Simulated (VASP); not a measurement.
Level of theory: PBEsol GGA, VASP's PBE PAW potentials (set 64) (plane waves; VASP).

VASP ran on this input.

KPOINTS:
```
Automatic
0
gamma
 8 8 8
0 0 0
```

INCAR:
```
! general
SYSTEM   =  SnO
PREC     =  Accurate
ENCUT    =  520
LREAL    =  F
LASPH    =  T

! electronic loop
EDIFF    =  1E-6
NELM     =  100
ALGO     =  Normal
LMAXMIX  =  4

! smearing
ISMEAR   =  0
SIGMA    =  0.05

! functional
GGA      =  PS

! ions
IBRION   =  2
NSW      =  60
ISIF     =  3
EDIFFG   =  -0.01

! output
LWAVE    =  F
LCHARG   =  F
```

### POSCAR
```
SnO
1
    3.0475677150     0.0000000000     0.0000000000
    0.0000000000     3.0475677150     0.0000000000
    0.0000000000    -0.0000000000     3.0475677150
Sn O
1 1
Direct
  0.0000000000   0.0000000000   0.0000000000
  0.5000000000   0.5000000000   0.5000000000
```

POTCAR, in this order: Sn_d O (PBE.64 set). Program: vasp_std.

Energy and stress use the plane-wave basis of the starting cell. Unless said otherwise, spin-orbit coupling is left out, though it shifts the bands of the heavy elements here.

Predict the energy per atom (σ→0), volume per atom, band gap (on the k-mesh).

The energy per atom (σ→0) comes out as -5.312 eV/atom, the band gap (on the k-mesh) is none (metal, semimetal or under 0.01 eV) and the volume per atom is 14.62 Å³/atom.

File OSZICAR:
```
...
DAV:   1    -0.106873676987E+02   -0.65010E-01   -0.12602E+00  1202   0.198E+01    0.162E+00
DAV:   2    -0.106380355002E+02    0.49332E-01   -0.19952E-01  1064   0.540E+00    0.598E-01
DAV:   3    -0.106284481551E+02    0.95873E-02   -0.33378E-02  1420   0.276E+00    0.321E-01
DAV:   4    -0.106256911971E+02    0.27570E-02   -0.83361E-03  1318   0.154E+00    0.435E-02
DAV:   5    -0.106255378539E+02    0.15334E-03   -0.44552E-04  1142   0.282E-01    0.175E-02
DAV:   6    -0.106255226169E+02    0.15237E-04   -0.28514E-05  1338   0.547E-02    0.873E-03
DAV:   7    -0.106255217076E+02    0.90928E-06   -0.49947E-06  1008   0.287E-02
   3 F= -.10625522E+02 E0= -.10624894E+02  d E =-.114297E-01
```

The structure was generated: SnO was put into the CsCl type type (Pm-3m), which need not be its known phase. This run relaxes it. Symmetry was kept, so distortions that lower it aren't found. The start is the result of an earlier pass.
